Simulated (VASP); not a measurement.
Runs of VASP 6.6.1 on Re. Symmetry: P6_3/mmc, No. 194, hexagonal system. Conventional cell: a = 2.751 Å, b = 2.751 Å, c = 4.443 Å, α = 90.00°, β = 90.00°, γ = 120.00°. Re (site symmetry -6m2) has 12 Re at 2.73 to 2.75 Å as nearest neighbours. 

```csv
level,k mesh,cutoff (eV),smearing,gap on the mesh (eV),pressure (GPa)
PBEsol,18 × 18 × 10,900,gaussian 0.1 eV,none,0.0
PBEsol,18 × 18 × 10,700,gaussian 0.1 eV,none,0.0
r2SCAN,18 × 18 × 10,520,gaussian 0.1 eV,none,(a)
PBEsol,18 × 18 × 10,520,gaussian 0.5 eV,none,0.5
PBEsol,27 × 27 × 14,520,gaussian 0.1 eV,none,-0.1
```

Alike in all rows: task single point; potentials or basis VASP PAW PBE potentials, release 64 (Re); no spin polarisation; cell as given.

Estimate the missing entries.

(a) 3.9.

Caveats: the PAW data sets were made with another functional, which shifts forces and pressure a little.

A k mesh can miss the band edges, and the runs leave out spin-orbit coupling on Re.

A gap of «none» marks a metal or a gap under the smearing width.
